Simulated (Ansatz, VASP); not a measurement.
# CdSnTeSe: VASP beside Ansatz, part 2 of 2

One calculation is typed for both programs; each brings its own data sets and cutoff. How far apart do they land? The cell is invented: As first built, before any earlier steps moved the atoms: it takes the ZnCdTeSe structure with some of its atoms replaced by other elements, volume scaled by an estimate. It may not be a known or stable phase. The cell comes out of the VASP series on this material, whose earlier steps may have relaxed, scaled or displaced it; both programs get it as it stands.

VASP 6.6.1 and Ansatz 0.2.0.

So far: Set-up; VASP: band structure, r2SCAN.

**3. Ansatz: band structure, r2SCAN**

Level of this step: Ansatz beside VASP: Kohn-Sham DFT, plane waves, r2SCAN (Ansatz).

Ansatz runs on its default PAW (the set named soft_2) files.

The same cell, functional, mesh and smearing now go to Ansatz, which takes its cutoff from its data sets.

input.yaml

```yaml
crystal:
  lattice:
    - [4.2821755046, -2.4648839863, 0.0032606012]
    - [4.2821755046, 2.4648839863, 0.0032606012]
    - [-0.004895142, 0.0, 6.3504337046]
  atoms:
    - { symbol: Te, position: [0.6664450321, 0.6664450321, 0.4039094724] }
    - { symbol: Sn, position: [0.6664870003, 0.6664870003, 0.9260206833] }
    - { symbol: Cd, position: [0.333497947, 0.333497947, 0.4976464792] }
    - { symbol: Se, position: [0.3335700207, 0.3335700207, 0.9244223653] }
hamiltonian:
  xc: r2scan
  pseudopotentials: { kind: paw }
kpoints:
  mp_grid: { grid: [5, 5, 3] }
  band_path:
    path:
      - [0.0, 0.0, 0.0]
      - [-0.13313, 0.13313, 0.0]
      - [-0.28846, 0.28846, 0.0]
      - [-0.26627, 0.36627, 0.0]
      - [-0.11094, 0.44428, 0.0]
      - [0.0, 0.5, 0.0]
      - [0.0, 0.5, -0.23333]
      - [0.0, 0.5, -0.46667]
      - [-0.08876, 0.45542, -0.5]
      - [-0.24408, 0.37741, -0.5]
      - [-0.31064, 0.31064, -0.5]
      - [-0.15532, 0.15532, -0.5]
      - [0.0, 0.0, -0.5]
      - [0.0, 0.0, -0.33333]
      - [0.0, 0.0, -0.1]
      - [0.06667, 0.06667, 0.0]
      - [0.3, 0.3, 0.0]
      - [0.5, 0.5, 0.0]
      - [0.43313, 0.56687, 0.0]
      - [0.35512, 0.64488, 0.0]
      - [0.33283, 0.66717, -0.1]
      - [0.33283, 0.66717, -0.33333]
      - [0.33283, 0.66717, -0.5]
      - [0.41084, 0.58916, -0.5]
      - [0.48886, 0.51114, -0.5]
      - [0.5, 0.5, -0.36667]
      - [0.5, 0.5, -0.13333]
      - [0.03333, 0.03333, -0.5]
      - [0.26667, 0.26667, -0.5]
      - [0.5, 0.5, -0.5]
    npoints: 1
scf:
  occupations: { method: fermi_dirac, width: 0.05 }
  n_extra_bands: 8
output:
  forces: true
  stress: true
  eigenvalues: true
  write_density: true
  write_potential: true
  elf: true
  volumetric_format: npy
```

Run with:

```
$ ansatz run input.yaml --threads 2 --pin off --max-ram 4608MiB --backend cpu --events-out ev --progress --plain --runs-dir out
```

Numbers of over 12 decimals in the logs are rounded to 6 here.

The program printed:

```text
scf.n_extra_bands = 8 over 33 filled bands (N_el = 66.0): the run solves 41 bands
Engine: ansatz 0.2.0, aarch64-unknown-linux-gnu
Pseudopotentials: kind: paw
Pseudopotential: Te, paw, valence charge 16, recommended cutoff 500 eV (meta_gga), Te.paw.azcp
Pseudopotential: Sn, paw, valence charge 14, recommended cutoff 500 eV (meta_gga), Sn.paw.azcp
Pseudopotential: Cd, paw, valence charge 20, recommended cutoff 500 eV (meta_gga), Cd.paw.azcp
Pseudopotential: Se, paw, valence charge 16, recommended cutoff 500 eV (meta_gga), Se.paw.azcp
Functional definition: r2SCAN
  parameter k0 = 0.174
  parameter k1 = 0.065
  parameter a1 = 4.9479
  exchange = r2scan_x(k0 = k0, k1 = k1, a1 = a1)
  correlation = r2scan_c
Crystal: 4 atoms, lattice volume = 134.059 Å³
Basis set: ecut = 500 eV, 3389 PW (Γ), exchange–correlation on 160×160×192 points (64 copies of the dense FFT grid, shifted against one another)
Bands: 41, of which v1, the nominal top of the filled ones, is band 33 counted from 1 (32 counted from 0)
Symmetry: 2 space group operations
Space group: Cm (ITA 8), of the structure as read, at distance tolerance 5.1e-5 Å
k-points: 24 of 75 (time reversal used)
Non-local potential: Te, projectors of the file, l = 0: 2, l = 1: 2, l = 2: 2, l = 3: 2
Non-local potential: Sn, projectors of the file, l = 0: 2, l = 1: 2, l = 2: 2, l = 3: 2
Non-local potential: Cd, projectors of the file, l = 0: 3, l = 1: 2, l = 2: 2, l = 3: 1
Non-local potential: Se, projectors of the file, l = 0: 2, l = 1: 2, l = 2: 3, l = 3: 1
PAW form: soft (Blöchl's): semilocal exchange-correlation on the pseudo side does not see the compensation charge
PAW frozen core: Te, regenerated for the run's functional (the file was generated under x = pbe(κ = 0.804, μ = 0.219515), c = pbe(β = 0.066725))
PAW frozen core: Sn, regenerated for the run's functional (the file was generated under x = pbe(κ = 0.804, μ = 0.219515), c = pbe(β = 0.066725))
PAW frozen core: Cd, regenerated for the run's functional (the file was generated under x = pbe(κ = 0.804, μ = 0.219515), c = pbe(β = 0.066725))
PAW frozen core: Se, regenerated for the run's functional (the file was generated under x = pbe(κ = 0.804, μ = 0.219515), c = pbe(β = 0.066725))
PAW one-centre angular grid: Te, 590 points (default); XC on 160 Gauss nodes
PAW one-centre angular grid: Sn, 590 points (default); XC on 249 of its mesh's 2787 points in the sphere
PAW one-centre angular grid: Cd, 590 points (default); XC on 160 Gauss nodes
PAW one-centre angular grid: Se, 590 points (default); XC on 160 Gauss nodes
Initial density: superposition of atomic densities (neutral atoms: chi_scale 0, normalization atom), corrected by the library's trained network
Initial wavefunctions: pseudopotential atomic-orbital guess
Functional: x = r2scan, c = r2scan; τ floored in thin density (d = 2e-4 eV/Å³)
SCF iter   1: F=—  HF=-26781.373777 eV  |F-HF|=—  |Δ(HF+E_count)|=         —  Δρ=4.81e-3  dr2=4.79e-2  dr2_τ=1.40e-2  ethr=1.77e-3  ⟨swp⟩=8.4  Hψ=4289  notcnv=0  defer=5
preconditioner: auto → Resta (q_TF=auto, 2.424 Å⁻¹)  ε∞=3.4  [insulator: Δε(μ)=0.244 eV  Ē_g=10.996 eV  σ=0.050 eV  W_gap=0.74  n_scr=22 (ndim 8)  ℏωp=17.0 eV  f_vac=0.164  D(μ)=0.22/eV (n_scr^D=0)  ε∞_Penn≈3.4]
SCF iter   2: F=—  HF=-26781.381465 eV  |F-HF|=—  |Δ(HF+E_count)|=   7.69e-3  Δρ=2.39e-3  dr2=7.45e-3  dr2_τ=6.18e-4  ethr=7.26e-5  ⟨swp⟩=2.1  Hψ=1647  notcnv=0  defer=59
preconditioner: auto → none  [metal: Δε(μ)=0.152 eV  Ē_g=10.984 eV  σ=0.050 eV  W_gap=0.47  n_scr=22 (ndim 8)  ℏωp=17.0 eV  f_vac=0.166  D(μ)=0.38/eV (n_scr^D=0)]
SCF iter   3: F=—  HF=-26781.382405 eV  |F-HF|=—  |Δ(HF+E_count)|=   9.40e-4  Δρ=6.77e-4  dr2=4.05e-4  dr2_τ=3.96e-5  ethr=1.13e-5  ⟨swp⟩=2.0  Hψ=1679  notcnv=0  defer=59
SCF iter   4: F=—  HF=-26781.382634 eV  |F-HF|=—  |Δ(HF+E_count)|=   2.29e-4  Δρ=2.15e-4  dr2=1.39e-4  dr2_τ=2.59e-6  ethr=6.14e-7  ⟨swp⟩=2.0  Hψ=1622  notcnv=0  defer=59
SCF iter   5: F=—  HF=-26781.382615 eV  |F-HF|=—  |Δ(HF+E_count)|=   1.96e-5  Δρ=5.98e-5  dr2=1.16e-5  dr2_τ=3.62e-7  ethr=2.11e-7  ⟨swp⟩=2.0  Hψ=1382  notcnv=0  defer=59
SCF iter   6: F=—  HF=-26781.382675 eV  |F-HF|=—  |Δ(HF+E_count)|=   6.07e-5  Δρ=2.68e-5  dr2=1.28e-6  dr2_τ=5.05e-8  ethr=1.75e-8  ⟨swp⟩=2.0  Hψ=1508  notcnv=0  defer=59
SCF iter   7: F=-26781.382675 eV  HF=-26781.382675 eV  |F-HF|=7.52e-8  |Δ(HF+E_count)|=   4.53e-8  Δρ=1.15e-5  dr2=8.54e-8  dr2_τ=8.43e-9  ethr=1.52e-10  ⟨swp⟩=13.7  Hψ=7733  notcnv=0
SCF 1 converged in 7 iterations: F = -26781.382675 eV  dr2 = 8.54e-8
  greatest PAW one-centre occupation: 1.001 electrons in one spin orbital (limit 2), on the Cd atom at site 2 (counted from 0), in its partial waves of l = 1
NSCF: frozen V_eff on 30 k-points
SCF converged after 7 iterations
Free energy (F): -26781.382675 eV
Harris-Foulkes:  -26781.382675 eV  (|F-HF|=7.52e-8)
Internal energy: -26781.378547 eV  (E = F + TS)
E sigma→0 (E₀):  -26781.380611 eV
Entropy (-TS):   -0.004129 eV (-1.032 meV/atom)
Fermi energy:    7.259003 eV
--- Per-component energies (eV) ---
  E_band       = -1395.046811
  E_kinetic    = 988.656899
  E_local      = -9443.237790  (includes V_loc(G=0)·N_el)
  E_nonlocal   = -904.137980
  E_hartree    = 4800.202974
  E_xc         = -756.732266
  E_vxc        = -567.833774  (∫ρ·V_xc dr)
  E_paw        = -14873.809318  (= ΣΔE_a)
  E_vpaw       = -1104.993635  (= ΣTr[D̂ρ^β])
  E_aug_tail   = -0.000240  (compensation charges beyond the density's cutoff)
  E_vtau       = 36.087482  (kinetic-family band-sum trace: ∫τ·v_τ [+ j·A + Jᵃ·Aᵃ] dr)
  E_ewald      = -6591.011459
  E_core_change = -1.309366  (= ΣΔE_core)
  E_smearing   = -0.004129  (= −TS)
  E_closure    = -0.000000  (closes the sum)
  Σ components = -26781.382675   (vs F -26781.382675, Δ=0.00e0)
--- Forces (eV/Å), atoms counted from 1 ---
  atom   1  Te    -0.00107723     0.00000000     0.00943135
  atom   2  Sn     0.00081041    -0.00000000     0.00247518
  atom   3  Cd    -0.00008682    -0.00000000     0.01061694
  atom   4  Se     0.00035563     0.00000000    -0.02241381
  max |Σ_I F_I| component: 1.10e-4 eV/Å
--- Stress (GPa, compression-positive) ---
        0.108791       0.000000       0.000999
        0.000000       0.115190      -0.000000
        0.000999      -0.000000       0.074185
  P = ⅓ Tr σ = 0.0994 GPa (0.994 kbar)
--- Band table (eV; the first three rows and the last of 24) ---
  k-point 0: bands = [... 29 lower, 4.0507, 5.8119, 5.8218, 5.8610, 7.2356, 9.4211, 9.4231, 11.8329, ... 4 higher]
  k-point 1: bands = [... 29 lower, 4.1970, 5.6341, 5.6465, 5.7735, 8.2770, 9.3181, 9.3193, 10.1197, ... 4 higher]
  k-point 2: bands = [... 29 lower, 4.1858, 5.3000, 5.5230, 5.6144, 8.4857, 9.3150, 10.1493, 11.6188, ... 4 higher]
  k-point 23: bands = [... 29 lower, 4.3728, 4.9319, 5.5982, 7.1245, 9.5407, 9.7278, 10.2347, 11.5685, ... 4 higher]
```

It took 24 s on 2 threads of Arm Neoverse V1, shared host; peak memory 0.75 GiB; 47 s of CPU time.

**4. Differences**

Known differences besides the PAW data sets themselves: VASP keeps PBE cores, Ansatz makes them for the functional; the data sets hold 66 valence electrons in Ansatz (default PAW (the set named soft_2) files) and 38 in VASP; the cutoff is 500 eV in Ansatz and 400 eV in VASP. Total energies have different zeros and are not compared.

Compared:

| quantity | Ansatz | VASP | difference |
| --- | --- | --- | --- |
| pressure (GPa) | 0.10 | -0.01 | +0.11 |

At this near-relaxed geometry the largest component of a force difference is 22 meV/Å. Levels from 3 eV below to 2 eV above the Fermi level differ by 5 meV r.m.s. and 9 meV at most; each VASP level is matched to the nearest of Ansatz, which flatters the figure a little.

**5. Ansatz: single point, r2SCAN**

With cell and atoms fixed, the geometry can't cause a difference; cores, projectors, grids and the points listed under the comparison can.

The cell comes out of the VASP series on this material, whose earlier steps may have relaxed, scaled or displaced it; both programs get it as it stands.

input.yaml, the sections that differ from step 3:

```yaml
kpoints:
  mp_grid: { grid: [7, 7, 5] }
scf:
  occupations: { method: tetrahedron }
output:
  forces: true
  stress: true
  write_density: true
  write_potential: true
  elf: true
  volumetric_format: npy
# crystal, hamiltonian: as in step 3
```

The program printed:

```text
Warning: output.forces, output.stress, relax.cell or npt_langevin: where a Kohn–Sham band that disperses or a degenerate level is filled in part under the method tetrahedron, the forces or the stress that this run publishes need not agree with its energy (scf.occupations.method in the input reference, under Limitations); prefer a smearing scheme for the forces or the stress
[...]
k-point 0: bands = [... 29 lower, 4.0624, 5.8099, 5.8199, 5.8653, 7.2273, 9.4300, 9.4321, 11.8264, ... 3 higher]
  k-point 1: bands = [... 29 lower, 4.1263, 5.6564, 5.7325, 5.7434, 7.8620, 9.3743, 9.3749, 11.1418, ... 3 higher]
  k-point 2: bands = [... 29 lower, 4.2461, 5.5869, 5.5999, 5.9835, 8.1333, 9.3168, 9.3187, 10.0441, ... 3 higher]
  k-point 71: bands = [... 29 lower, 4.4588, 5.1681, 5.7516, 7.0238, 9.0773, 9.5582, 10.0973, 11.5849, ... 3 higher]
[key lines of the parts left out:]
SCF converged after 8 iterations
Free energy (F): -26781.326372 eV
Fermi energy:    7.581195 eV
P = ⅓ Tr σ = 0.2183 GPa (2.183 kbar)
```

Elapsed: 43 s, on 2 threads; peak memory 0.98 GiB.

The run ends at a pressure of 0.22 GPa, with forces up to 0.078 eV/Å.

**6. VASP: single point, r2SCAN**

The same cell, functional, mesh and smearing now go to VASP, with its own data sets and cutoff.

INCAR

```
SYSTEM = CdSnTeSe
PREC = Accurate
ENCUT = 400
EDIFF = 1E-06
NELM = 100
ISMEAR = -5
SIGMA = 0.05
LREAL = .FALSE.
ALGO = Normal
METAGGA = R2SCAN
LASPH = .TRUE.
NBANDS = 33
LORBIT = 11
LWAVE = .FALSE.
LCHARG = .FALSE.
KPAR = 2
NEDOS = 2001
```

POSCAR

```
CdSnTeSe
1.0
    4.2821755046     -2.4648839863      0.0032606012
    4.2821755046      2.4648839863      0.0032606012
   -0.0048951420      0.0000000000      6.3504337046
Te Sn Cd Se
1 1 1 1
Direct
    0.6664450321      0.6664450321      0.4039094724
    0.6664870003      0.6664870003      0.9260206833
    0.3334979470      0.3334979470      0.4976464792
    0.3335700207      0.3335700207      0.9244223653
```

KPOINTS

```
Automatic mesh
0
Gamma
7 7 5
0 0 0
```

Potentials, in the order of the species: Te, Sn_d, Cd and Se (PBE family, release 64).

Run with:

```
$ mpirun -np 2 vasp_std
```

The program printed:

```text
[banner, memory and clock lines left out]
running    2 mpi-ranks, on    1 nodes
[...]
[... a notice as in an earlier step ...]

 [... a notice as in an earlier step ...]

 LDA part: xc-table for (None), standard interpolation
 POSCAR, INCAR and KPOINTS ok, starting setup
[...]
entering main loop
       N       E                     dE             d eps       ncg     rms          rms(c)
DAV:   1     0.208703937947E+03    0.20870E+03   -0.15026E+04  8464   0.103E+03
DAV:   2    -0.613517141849E+02   -0.27006E+03   -0.25659E+03  8353   0.323E+02
DAV:   3    -0.931708353764E+02   -0.31819E+02   -0.31422E+02  9654   0.101E+02
DAV:   4    -0.942882479478E+02   -0.11174E+01   -0.11160E+01  9452   0.200E+01
[...]
DAV:  13    -0.861121483537E+02   -0.95164E-05   -0.10759E-05  9746   0.206E-02    0.692E-03
DAV:  14    -0.861121503159E+02   -0.19622E-05   -0.12514E-06  7429   0.747E-03    0.339E-03
DAV:  15    -0.861121501483E+02    0.16762E-06   -0.73584E-07  6795   0.639E-03
   1 F= -.86112150E+02 E0= -.86112150E+02  d E =0.000000E+00
|                                                                             |
|           W    W    AA    RRRRR   N    N  II  N    N   GGGG   !!!           |
|           W    W   A  A   R    R  NN   N  II  NN   N  G    G  !!!           |
|           W    W  A    A  R    R  N N  N  II  N N  N  G       !!!           |
|           W WW W  AAAAAA  RRRRR   N  N N  II  N  N N  G  GGG   !            |
|           WW  WW  A    A  R   R   N   NN  II  N   NN  G    G                |
|           W    W  A    A  R    R  N    N  II  N    N   GGGG   !!!           |
|                                                                             |
|     Tetrahedron method does not include variations of the Fermi             |
|     occupations, so forces and stress will be inaccurate. We suggest        |
|     using a different smearing scheme ISMEAR = 1 or 2 for metals in         |
|     relaxations.                                                            |
|                                                                             |
```

Parts of OUTCAR (step 6):

```text
  Total       -0.1516428     -0.1459711      0.5703804      0.0000014     -0.0000002      0.0001824
  in kB       -1.8123322     -1.7445476      6.8168011      0.0000162     -0.0000019      0.0021797
  external PRESSURE =       1.0866404 kB  Pullay stress =       0.0000000 kB

 POSITION                                       TOTAL-FORCE (eV/Angst)
 -----------------------------------------------------------------------------------
      5.70569      0.00000      2.56935        -0.000789      0.000001     -0.081614
      5.70350      0.00000      5.88498         0.003918     -0.000002      0.054479
      2.85376      0.00000      3.16245        -0.000406     -0.000000      0.027448
      2.85229      0.00000      5.87266        -0.002723      0.000002     -0.000313
 -----------------------------------------------------------------------------------
    total drift:                               -0.000364     -0.000003      0.000909

  FREE ENERGIE OF THE ION-ELECTRON SYSTEM (eV)
  ---------------------------------------------------
  free  energy   TOTEN  =       -86.1121501483 eV

  energy  without entropy=      -86.1121501483  energy(sigma->0) =      -86.11215015

[... 1 part as in an earlier step ...]

[... 2 further parts left out ...]
[key lines of the parts left out:]
E-fermi :   3.5619
```

With tetrahedra the forces and stress of a metal are not exact derivatives of the energy.

**7. Comparison**

Both answers:

| quantity | Ansatz | VASP | difference |
| --- | --- | --- | --- |
| pressure (GPa) | 0.22 | 0.11 | +0.11 |

Forces (eV/Å; atoms numbered as in POSCAR):

| atom | Ansatz x, y, z | VASP x, y, z |
| --- | --- | --- |
| Te1 | -0.001, 0.000, -0.078 | -0.001, 0.000, -0.082 |
| Sn2 | 0.004, 0.000, 0.058 | 0.004, 0.000, 0.054 |
| Cd3 | 0.000, 0.000, 0.041 | 0.000, 0.000, 0.027 |
| Se4 | -0.003, 0.000, -0.021 | -0.003, 0.000, 0.000 |

The forces differ by 7.3 meV/Å r.m.s., which is 24.7 % of the r.m.s. force of 0.03 eV/Å (both taken over all components).

**8. Summary of results**

- r.m.s. difference of levels near the Fermi level (band structure, r2SCAN): 4.7 meV
- r.m.s. force difference (band structure, r2SCAN): 7.7 meV/Å
- difference in pressure (single point, r2SCAN): 0.11 GPa
- r.m.s. force difference (single point, r2SCAN): 7.3 meV/Å

**Reading.** The r.m.s. force difference is 7.7 meV/Å (band structure, r2SCAN), within the 12 meV/Å picked in this series as the mark of a large difference. Differences of this kind measure data sets and numerical settings, not the functional's error against experiment.

[Lines on the potential files, build, host, timing and source positions are cut from VASP's logs without a mark.]

[Logs are printed without paths, hosts, clocks, repeated set-up lines and the standing remarks that a program may print on its own settings, such as how far it seeks lower states.]

[Hosts, paths, dates, database ids (printed as entryN), source tags and the programs' standing remarks are cut or masked in the printed files.]
